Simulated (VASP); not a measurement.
Consider the following.

```xyz
2
Lattice="4.2741 -2.2450 0.0542 4.2741 2.2450 0.0542 3.0480 0.0000 3.7444" Properties=species:S:1:pos:R:3 pbc="T T T"
Bi     2.6827     0.0000     0.8913
Bi     8.9135     0.0000     2.9615
```

These are r2SCAN meta-GGA, VASP's PBE PAW potentials (set 64) (plane waves; VASP) values and carry that method's errors. Numerical set-up: 520 eV cut-off, 7×7×7 Γ-centred mesh, Gaussian smearing of 0.050 eV, potentials Bi_d.

Question: The ions and cell shape at fixed volume are relaxed. Which structure does the run end with?

Answer: 
```xyz
2
Lattice="4.1974 -2.2690 0.0142 4.1974 2.2690 0.0142 2.9583 0.0000 3.7437" Properties=species:S:1:pos:R:3 pbc="T T T"
Bi     2.6512     0.0000     0.8808
Bi     8.7018     0.0000     2.8911
```
Space group R-3m (166), at a tolerance of 0.03 Å.

Question: How much energy does the relaxation gain?

Answer: The energy (σ→0) changes by -4.0 meV/atom, in 6 ionic steps.

```
step  E(σ→0) (eV)  max force (eV/Å)  pressure (GPa)  volume (Å³)
----  -----------  ----------------  --------------  -----------
1       -117.0078             0.207            1.48        71.12
2       -117.0120             0.110            1.17        71.12
3       -117.0146             0.087            0.56        71.12
4       -117.0148             0.045            0.69        71.12
5       -117.0156             0.023            0.66        71.12
6       -117.0158             0.006            0.63        71.12
```

The compound is Bi in the a7 structure. This cell is one point of a volume scan, at 0.97 of the reference volume. Symmetry was kept, so distortions that lower it aren't found.
